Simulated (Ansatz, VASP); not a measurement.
**HfB2 in two plane-wave programs**

One calculation is typed for both programs; each brings its own data sets. How far apart do they land? The structure shown is the end of the Ansatz relaxation below.

Program: Ansatz 0.2.0. Level of theory: plane waves, with VASP 6.6.1 beside it; single point at PBEsol. Results are calculated unless marked as measured.

### Step 1. The structure

Symmetry: P6/mmm, No. 191, hexagonal system. The conventional cell has a = 3.027 Å, b = 3.027 Å, c = 3.312 Å, α = 90.00°, β = 90.00°, γ = 120.00°. Nearest to B lie 3 B at 1.75 Å and 6 Hf at 2.41 Å. Nearest to Hf lie 12 B at 2.41 Å. Farther neighbours are not listed.

### Step 2. Ansatz: relaxation, PBEsol

Ansatz runs on its PAW soft_1 files.

This run makes the geometry at which the two programs are then compared.

The input, input.yaml:

```yaml
crystal:
  lattice:
    - [3.0253632041, 0.0, 0.0]
    - [-1.5126816021, 2.6200413904, 0.0]
    - [0.0, 0.0, 3.3147672529]
  atoms:
    - { symbol: B, position: [0.3333333333, 0.6666666667, 0.5] }
    - { symbol: B, position: [0.6666666667, 0.3333333333, 0.5] }
    - { symbol: Hf, position: [0.0, 0.0, 0.0] }
kpoints:
  mp_grid: { grid: [15, 15, 12] }
hamiltonian:
  xc: pbesol
  pseudopotentials: { kind: paw, azcp: { folder: soft_1 }, xc_functional: pbe }
scf:
  occupations: { method: methfessel_paxton, width: 0.2 }
output:
  forces: true
  stress: true
  eigenvalues: true
relax:
  adjacent_minimum: "off"
  f_tol: 0.001
  max_steps: 60
  cell: { stress_tol: 0.01, fix: [volume] }
```

Launch:

```bash
> ansatz run input.yaml --threads 4 --pin off --max-ram 10240MiB --backend cpu --events-out ev --progress --plain --runs-dir out
```

Numbers of over 12 decimals in the logs are rounded to 6 here.

The log of the run:

```text
Engine: ansatz 0.2.0, aarch64-unknown-linux-gnu
Pseudopotentials: kind: paw
Pseudopotential: B, paw, valence charge 3, recommended cutoff 420 eV (normal), soft_1/B.paw.azcp
Pseudopotential: Hf, paw, valence charge 26, recommended cutoff 420 eV (normal), soft_1/Hf.paw.azcp
Functional definition: PBEsol
  exchange = pbesol_x
  correlation = pbesol_c
Crystal: 3 atoms, lattice volume = 26.275 Å³
Basis set: ecut = 420 eV, 527 PW (Γ), exchange–correlation on 48×48×48 points (8 copies of the dense FFT grid, shifted against one another)
Bands: 20, of which v1, the nominal top of the filled ones, is band 16 counted from 1 (15 counted from 0)
Symmetry: 24 space group operations
Space group: P6/mmm (ITA 191), of the structure as read, at distance tolerance 3.0e-5 Å
k-points: 189 of 2700
Non-local potential: B, projectors of the file, l = 0: 2, l = 1: 2, l = 2: 1
Non-local potential: Hf, projectors of the file, l = 0: 3, l = 1: 2, l = 2: 2, l = 3: 3
PAW form: soft (Blöchl's): semilocal exchange-correlation on the pseudo side does not see the compensation charge
PAW frozen core: B, regenerated for the run's functional, and the local potential with it (the file was generated under x = pbe(κ = 0.804, μ = 0.219515), c = pbe(β = 0.066725))
PAW frozen core: Hf, regenerated for the run's functional, and the local potential with it (the file was generated under x = pbe(κ = 0.804, μ = 0.219515), c = pbe(β = 0.066725))
PAW one-centre angular grid: B, 110 points (default); XC on 64 Gauss nodes
PAW one-centre angular grid: Hf, 590 points (default); XC on 64 Gauss nodes
Initial density: superposition of atomic densities (chi_scale 0.1, normalization cell, long waves kept (reshape's long-wave potential 0.00 eV rms))
Initial wavefunctions: pseudopotential atomic-orbital guess
Functional: x = pbesol(κ = 0.804, μ = 0.123457), c = pbesol(β = 0.046)
SCF iter   1: F=—  HF=-15907.828721 eV  |F-HF|=—  |Δ(HF+E_count)|=         —  Δρ=7.60e-2  dr2=2.28e0  ethr=3.10e-3  ⟨swp⟩=4.8  Hψ=16166  notcnv=0
preconditioner: auto → none  [insulator: Δε(μ)=0.200 eV  Ē_g=16.915 eV  σ=0.200 eV  W_gap=0.58  n_scr=8 (ndim 8)  ℏωp=39.7 eV  f_vac=0.000  D(μ)=0.23/eV (n_scr^D=0)  ε∞_Penn≈6.5]
SCF iter   2: F=—  HF=-15907.201450 eV  |F-HF|=—  |Δ(HF+E_count)|=   6.27e-1  S|Δr|=    0.00e0  Δρ=2.76e-2  dr2=2.68e-1  ethr=3.10e-3  ⟨swp⟩=3.0  Hψ=9240  notcnv=0
SCF iter   3: F=—  HF=-15907.097495 eV  |F-HF|=—  |Δ(HF+E_count)|=   1.04e-1  S|Δr|=    0.00e0  Δρ=1.11e-2  dr2=1.47e-2  ethr=8.36e-4  ⟨swp⟩=2.0  Hψ=8288  notcnv=0
SCF iter   4: F=—  HF=-15907.100186 eV  |F-HF|=—  |Δ(HF+E_count)|=   2.69e-3  S|Δr|=    0.00e0  Δρ=3.78e-3  dr2=1.35e-3  ethr=4.60e-5  ⟨swp⟩=2.5  Hψ=8005  notcnv=0
SCF iter   5: F=—  HF=-15907.101357 eV  |F-HF|=—  |Δ(HF+E_count)|=   1.17e-3  S|Δr|=    0.00e0  Δρ=3.87e-4  dr2=2.56e-5  ethr=4.21e-6  ⟨swp⟩=2.2  Hψ=6112  notcnv=0
SCF iter   6: F=—  HF=-15907.101372 eV  |F-HF|=—  |Δ(HF+E_count)|=   1.47e-5  S|Δr|=    0.00e0  Δρ=1.60e-4  dr2=2.14e-6  ethr=8.01e-8  ⟨swp⟩=2.3  Hψ=7145  notcnv=0
SCF iter   7: F=—  HF=-15907.101364 eV  |F-HF|=—  |Δ(HF+E_count)|=   7.92e-6  S|Δr|=    0.00e0  Δρ=4.52e-5  dr2=3.14e-7  ethr=6.69e-9  ⟨swp⟩=2.2  Hψ=6911  notcnv=0
SCF iter   8: F=-15907.101364 eV  HF=-15907.101364 eV  |F-HF|=9.43e-9  |Δ(HF+E_count)|=   1.25e-7  S|Δr|=    0.00e0  Δρ=7.26e-6  dr2=8.11e-9  ethr=3.13e-10  ⟨swp⟩=7.2  Hψ=21039  notcnv=0
SCF 1 converged in 8 iterations: F = -15907.101364 eV  dr2 = 8.11e-9
  greatest PAW one-centre occupation: 0.998 electrons in one spin orbital (limit 2), on the Hf atom at site 2 (counted from 0), in its partial waves of l = 0
relax step   1: F+E_penalty+E_count = -15907.10136353 eV  Δ(F+E_penalty+E_count) = +0.000e0 eV  max|allowed force component| = 1.542e-16 eV/Å  Δτ_max = 0.0000 Å  P = +33.732 GPa  Ω = 26.275 Å³  fix = [volume]  reactions: volume +33.732 GPa  (8 SCF iters, dr2 threshold 1.00e-7 eV, accepted)
[...]
relax step   2: F+E_penalty+E_count = -15907.10140044 eV  Δ(F+E_penalty+E_count) = -3.691e-5 eV  max|allowed force component| = 2.591e-16 eV/Å  Δτ_max = 0.0000 Å  P = +33.705 GPa  Ω = 26.275 Å³  energy of the carried Pulay correction = -5.021e-6 eV  fix = [volume]  reactions: volume +33.705 GPa  (3 SCF iters, dr2 threshold 3.00e-7 eV, accepted)
[...]
relax step   3: F+E_penalty+E_count = -15907.10140393 eV  Δ(F+E_penalty+E_count) = -3.488e-6 eV  max|allowed force component| = 1.480e-16 eV/Å  Δτ_max = 0.0000 Å  P = +33.706 GPa  Ω = 26.275 Å³  energy of the carried Pulay correction = -4.091e-6 eV  fix = [volume]  reactions: volume +33.706 GPa  (2 SCF iters, dr2 threshold 2.11e-8 eV, accepted)
[...]
relax step   4: F+E_penalty+E_count = -15907.10140981 eV  Δ(F+E_penalty+E_count) = -5.882e-6 eV  max|allowed force component| = 1.388e-16 eV/Å  Δτ_max = 0.0000 Å  P = +33.707 GPa  Ω = 26.275 Å³  fix = [volume]  reactions: volume +33.707 GPa  stress off target by 2.78e-4 GPa on what of the cell is left free  SCF on the basis re-selected at this cell (its energy is not comparable with the rows above)  (5 SCF iters)
basis re-selected at this cell: Δ(F+E_penalty+E_count) = -5.882e-6 eV, ΔP = +0.001 GPa vs the last step (what re-selecting the basis moved, of the pressure what is left beyond the Pulay correction that the steps carried, after the strain that the cell walked since its last selection, with what the two solves' SCF thresholds leave and, on support functions, any second-order correction that the steps lacked; it is no m [...]
SCF converged after 5 iterations
Stability not checked: this state was not tested for a lower state beside it, because cold or Methfessel-Paxton smearing, or corrected tetrahedra, fill the levels in a way that the test cannot read (fill_not_monotonic; see scf.lower_state_search)
Free energy (F): -15907.101410 eV
Harris-Foulkes:  -15907.101410 eV  (|F-HF|=3.64e-12)
Internal energy: -15907.101722 eV  (E = F + TS)
E sigma→0 (E₀):  -15907.101488 eV
Entropy (-TS):   0.000313 eV (0.104 meV/atom)
Fermi energy:    21.576592 eV
--- Per-component energies (eV) ---
  E_band       = 169.484308
  E_kinetic    = 524.559351
  E_local      = -6186.494362  (includes V_loc(G=0)·N_el)
  E_nonlocal   = 83.007393
  E_hartree    = 3081.643169
  E_xc         = -336.810011
  E_vxc        = -340.888107  (∫ρ·V_xc dr)
  E_paw        = -7729.706463  (= ΣΔE_a)
  E_vpaw       = -73.986385  (= ΣTr[D̂ρ^β])
  E_aug_tail   = 0.000092  (compensation charges beyond the density's cutoff)
  E_ewald      = -5344.581370
  E_core_change = 1.280478  (= ΣΔE_core)
  E_smearing   = 0.000313  (= −TS)
  E_closure    = -0.000000  (closes the sum)
  Σ components = -15907.101410   (vs F -15907.101410, Δ=0.00e0)
--- Forces (eV/Å), atoms counted from 1 ---
  atom   1  B     -0.00000000    -0.00000000    -0.00000000
  atom   2  B      0.00000000     0.00000000     0.00000000
  atom   3  Hf     0.00000000    -0.00000000     0.00000000
  max |Σ_I F_I| component: 5.55e-17 eV/Å
--- Stress (GPa, compression-positive) ---
       33.707130      -0.000000       0.000000
       -0.000000      33.707130      -0.000000
        0.000000      -0.000000      33.707546
  P = ⅓ Tr σ = 33.7073 GPa (337.073 kbar)
--- Band table (eV; the first three rows and the last of 189) ---
  k-point 0: bands = [... 12 lower, 18.2187, 18.2743, 18.2743, 19.0703, 26.1281, 26.1281, 26.9861, 26.9861]
  k-point 1: bands = [... 12 lower, 17.4915, 18.3576, 18.3576, 19.7660, 25.0934, 25.0934, 26.6908, 26.6908]
  k-point 2: bands = [... 12 lower, 16.4156, 18.6038, 18.6038, 20.7752, 23.9207, 23.9207, 25.9262, 25.9262]
  k-point 188: bands = [... 12 lower, 11.9607, 15.9766, 18.3339, 18.3339, 27.0590, 27.7811, 29.8125, 29.8125]
--- Relaxed structure (3 steps of the walk, 3 accepted, 1 SCFs on fresh bases) ---
  F+E_penalty+E_count = -15907.10140981 eV   max|allowed force component| = 1.388e-16 eV/Å   (the final SCF, on the basis selected at the relaxed cell)
  cell:  # Å, volume = 26.2748 Å³
    - [3.026726, 2.8880382044471733e-11, 0]
    - [-1.513363, 2.621222, 0]
    - [0, 0, 3.311782]
  atoms:
    - { symbol: B, position: [0.333333, 0.666667, 0.5] }
    - { symbol: B, position: [0.666667, 0.333333, 0.5] }
    - { symbol: Hf, position: [0, 0, 0] }
```

### Step 3. VASP: single point, PBEsol, pair 1

The same cell, functional, mesh and smearing now go to VASP, with its own data sets.

Lines of VASP's logs that name or quote its potential files are left out, and so is its time.

The input, INCAR:

```
SYSTEM = HfB2
PREC = Accurate
ENCUT = 500
EDIFF = 1E-06
NELM = 120
ISMEAR = 1
SIGMA = 0.2
LREAL = .FALSE.
ALGO = Normal
GGA = PS
NBANDS = 14
LASPH = .TRUE.
LORBIT = 11
LWAVE = .FALSE.
LCHARG = .FALSE.
ISIF = 2
GGA_COMPAT = .FALSE.
KPAR = 2
```

The input, POSCAR:

```
HfB2
1.0
    3.0267262055      0.0000000000      0.0000000000
   -1.5133631028      2.6212217843      0.0000000000
    0.0000000000      0.0000000000      3.3117824998
B Hf
2 1
Direct
    0.3333333333      0.6666666667      0.5000000000
    0.6666666667      0.3333333333      0.5000000000
    0.0000000000      0.0000000000      0.0000000000
```

The input, KPOINTS:

```
Automatic mesh
0
Gamma
15 15 12
0 0 0
```

The projector-augmented-wave data sets are B and Hf_pv (PBE family, release 64).

Launch:

```bash
> mpirun -np 2 vasp_std
```

The log of the run:

```text
[banner, memory and clock lines left out]
running    2 mpi-ranks, on    1 nodes
 distrk:  each k-point on    1 cores,    2 groups
 distr:  one band on    1 cores,    1 groups

 POSCAR found type information on POSCAR B Hf
 POSCAR found :  2 types and       3 ions
|                                                                             |
|               ----> ADVICE to this user running VASP <----                  |
|                                                                             |
|     You enforced a specific xc type in the INCAR file but a different       |
|     [... a line on the potential file left out ...]
|     I HOPE YOU KNOW WHAT YOU ARE DOING!                                     |
|                                                                             |

 LDA part: xc-table for (Slater+PW92), standard interpolation
 POSCAR, INCAR and KPOINTS ok, starting setup
 FFT: planning ... GRIDC
 FFT: planning ... GRID_SOFT
 FFT: planning ... GRID
 WAVECAR not read
 entering main loop
       N       E                     dE             d eps       ncg     rms          rms(c)
DAV:   1     0.275225779575E+02    0.27523E+02   -0.80873E+03  5300   0.107E+03
DAV:   2    -0.284653757511E+02   -0.55988E+02   -0.52639E+02  6782   0.229E+02
DAV:   3    -0.299183928306E+02   -0.14530E+01   -0.14445E+01  7038   0.279E+01
DAV:   4    -0.299240543966E+02   -0.56616E-02   -0.56583E-02  6072   0.208E+00
DAV:   5    -0.299240844599E+02   -0.30063E-04   -0.30060E-04  7044   0.133E-01    0.664E+01
DAV:   6    -0.277231063950E+02    0.22010E+01   -0.31697E+00  6372   0.131E+01    0.472E+01
DAV:   7    -0.276813809550E+02    0.41725E-01   -0.13158E+00  6714   0.862E+00    0.104E+01
DAV:   8    -0.275815241438E+02    0.99857E-01   -0.40624E-01  6336   0.495E+00    0.156E+00
DAV:   9    -0.275775194662E+02    0.40047E-02   -0.26948E-02  6132   0.136E+00    0.363E-01
DAV:  10    -0.275773315830E+02    0.18788E-03   -0.86965E-04  6648   0.262E-01    0.247E-01
DAV:  11    -0.275773363836E+02   -0.48006E-05   -0.46325E-05  6342   0.533E-02    0.584E-02
DAV:  12    -0.275773350556E+02    0.13280E-05   -0.27169E-06  6102   0.133E-02    0.305E-02
DAV:  13    -0.275773352196E+02   -0.16399E-06   -0.10913E-07  2922   0.298E-03
   1 F= -.27577335E+02 E0= -.27577397E+02  d E =0.185082E-03
```

OUTCAR, selected parts (step 3):

```text
ion  position               nearest neighbor table
   1  0.333  0.667  0.500-   2 1.75   2 1.75   2 1.75   3 2.41   3 2.41   3 2.41   3 2.41   3 2.41
                             3 2.41
   2  0.667  0.333  0.500-   1 1.75   1 1.75   1 1.75   3 2.41   3 2.41   3 2.41   3 2.41   3 2.41
                             3 2.41
   3  0.000  0.000  0.000-   1 2.41   2 2.41   1 2.41   2 2.41   2 2.41   2 2.41   1 2.41   1 2.41
                             2 2.41   2 2.41   1 2.41   1 2.41

  LATTYP: Found a hexagonal cell.
 ALAT       =     3.0267262055
 C/A-ratio  =     1.0941797424

 Subroutine GETGRP returns: Found 24 space group operations
 (whereof 24 operations were pure point group operations)

The static configuration has the point symmetry D_6h.

 Found    189 irreducible k-points:

   k-points           NKPTS =    189   k-points in BZ     NKDIM =    189   number of bands    NBANDS=     14

   dimension x,y,z NGX =    24 NGY =   24 NGZ =   24
   dimension x,y,z NGXF=    48 NGYF=   48 NGZF=   48

   ENCUT  =  500.0 eV  36.75 Ry    6.06 a.u.   5.52  5.52  6.04*2*pi/ulx,y,z

   NELECT =      16.0000    total number of electrons

 k-points in reciprocal lattice and weights: Automatic mesh
   0.00000000  0.00000000  0.00000000       0.000
   0.06666667  0.00000000  0.00000000       0.002
   0.13333333  0.00000000  0.00000000       0.002
   0.20000000  0.00000000  0.00000000       0.002
   0.26666667  0.00000000  0.00000000       0.002
   0.33333333  0.00000000  0.00000000       0.002
   0.40000000 -0.00000000  0.00000000       0.002
   0.46666667  0.00000000  0.00000000       0.002
   0.06666667  0.06666667  0.00000000       0.002
[...]
0.33333333  0.26666667  0.50000000       0.004
   0.33333333  0.33333333  0.50000000       0.001

 average (electrostatic) potential at core
       1 -23.9649       2 -23.9649       3 -32.5198

 E-fermi :   8.5584

 k-point     1 :       0.0000    0.0000    0.0000
  band No.  band energies     occupation
    ...
      4      -5.8566      2.00000
      5       5.2265      2.00000
      6       5.2870      2.00000
      7       5.2870      2.00000
      8       6.0000      2.00000
      9      13.1785      0.00000
     10      13.1785      0.00000
     11      14.0145      0.00000
     12      14.0145      0.00000
     13      14.0334      0.00000
    ...

 k-point     2 :       0.0667    0.0000    0.0000
  band No.  band energies     occupation
    ...
      4      -5.7459      2.00000
      5       5.0151      2.00000
      6       5.2982      2.00000
      7       5.3341      2.00000
      8       5.8771      2.00000
      9      12.8951      0.00000
     10      13.0966      0.00000
     11      13.2294      0.00000
     12      13.3398      0.00000
     13      14.5586      0.00000
    ...

 k-point     3 :       0.1333    0.0000    0.0000
  band No.  band energies     occupation
    ...
      4      -5.4251      2.00000
      5       4.3195      2.00000
      6       5.3143      2.00000
      7       5.5610      2.00000
      8       5.6137      2.00000
      9      11.8200     -0.00000
     10      12.7905      0.00000
     11      12.8758      0.00000
     12      13.5962      0.00000
     13      15.2382      0.00000
    ...

  Total        5.5715134      5.5715134      5.7121245     -0.0000000     -0.0000000      0.0000000
  in kB      339.7387243    339.7387244    348.3128833     -0.0000000     -0.0000000      0.0000000
  external PRESSURE =     342.5967773 kB  Pullay stress =       0.0000000 kB

  energy-cutoff  :      500.00
  volume of cell :       26.27
      direct lattice vectors                 reciprocal lattice vectors
     3.026726206  0.000000000  0.000000000     0.330389977  0.190750742  0.000000000
    -1.513363103  2.621221784  0.000000000     0.000000000  0.381501484  0.000000000
     0.000000000  0.000000000  3.311782500     0.000000000  0.000000000  0.301952196

 POSITION                                       TOTAL-FORCE (eV/Angst)
 -----------------------------------------------------------------------------------
     -0.00000      1.74748      1.65589         0.000000      0.000000      0.000000
      1.51336      0.87374      1.65589        -0.000000      0.000000      0.000000
      0.00000      0.00000      0.00000         0.000000      0.000000      0.000000
 -----------------------------------------------------------------------------------
    total drift:                               -0.000000      0.000000      0.000000

  FREE ENERGIE OF THE ION-ELECTRON SYSTEM (eV)
  ---------------------------------------------------
  free  energy   TOTEN  =       -27.5773352196 eV

  energy  without entropy=      -27.5775203011  energy(sigma->0) =      -27.57739691

 total charge
# of ion       s       p       d       tot
------------------------------------------
    1        0.695   1.392   0.000   2.087
    2        0.695   1.392   0.000   2.087
    3        0.337   6.749   2.083   9.169
--------------------------------------------------
tot          1.727   9.533   2.083  13.343

[... 3 further parts left out ...]
```

The run ends at a pressure of 34.26 GPa.

### Step 4. Comparison

Known differences besides the potentials themselves: the data sets hold 32 valence electrons in Ansatz (on its PAW soft_1 files) and 16 in VASP; the cutoff is 420 eV in Ansatz and 500 eV in VASP; Ansatz makes its cores anew for this functional, VASP keeps those of its PBE data sets; Ansatz's pressure holds a Pulay correction, VASP's none. Total energies have different zeros and are not compared.

Compared:

```tsv
quantity	Ansatz	VASP	difference
pressure (GPa)	33.71	34.26	-0.55
```

### Step 5. Ansatz: relaxation, PBEsol

This run makes the geometry at which the two programs are then compared. The cell compared in this pair holds 26.86 Å³, against 26.27 Å³ for the pair before.

The structure compared here is the end of the Ansatz relaxation.

input.yaml: that of step 2 with these lines changed.

```diff
@@ -2,5 +2,5 @@
   lattice:
-    - [3.0253632041, 0.0, 0.0]
-    - [-1.5126816021, 2.6200413904, 0.0]
-    - [0.0, 0.0, 3.3147672529]
+    - [3.0461674717, 0.0, 0.0]
+    - [-1.5230837359, 2.6380584147, 0.0]
+    - [0.0, 0.0, 3.342303211]
   atoms:
```

Launch:

```bash
> ansatz run input.yaml --threads 4 --pin off --max-ram 10240MiB --backend cpu --events-out ev --progress --plain --runs-dir out
```

The log of the run:

```text
[...]
Crystal: 3 atoms, lattice volume = 26.859 Å³
Basis set: ecut = 420 eV, 527 PW (Γ), exchange–correlation on 48×48×48 points (8 copies of the dense FFT grid, shifted against one another)
Bands: 20, of which v1, the nominal top of the filled ones, is band 16 counted from 1 (15 counted from 0)
Symmetry: 24 space group operations
[...]
k-points: 189 of 2700
[...]
--- Relaxed structure (3 steps of the walk, 3 accepted, 1 SCFs on fresh bases) ---
[...]
cell:  # Å, volume = 26.8586 Å³
    - [3.047609, 2.888118015022285e-11, 0.0]
    - [-1.523805, 2.639307, 0.0]
    - [0.0, 0.0, 3.339141]
  atoms:
    - { symbol: B, position: [0.333333, 0.666667, 0.500000] }
    - { symbol: B, position: [0.666667, 0.333333, 0.500000] }
    - { symbol: Hf, position: [0, 0, 0.0] }
[key lines of the parts left out:]
SCF converged after 5 iterations
Free energy (F): -15907.209165 eV
Fermi energy:    21.113040 eV
P = ⅓ Tr σ = 25.5628 GPa (255.628 kbar)
```

[end of part 1 of 2]

[Lines on the potential files, build, host, timing and source positions are cut from VASP's logs without a mark.]

[Logs are printed without paths, hosts, clocks, repeated set-up lines and the standing remarks that a program may print on its own settings, such as how far it seeks lower states.]

[Hosts, paths, dates, database ids (printed as entryN), source tags and the programs' standing remarks are cut or masked in the printed files.]
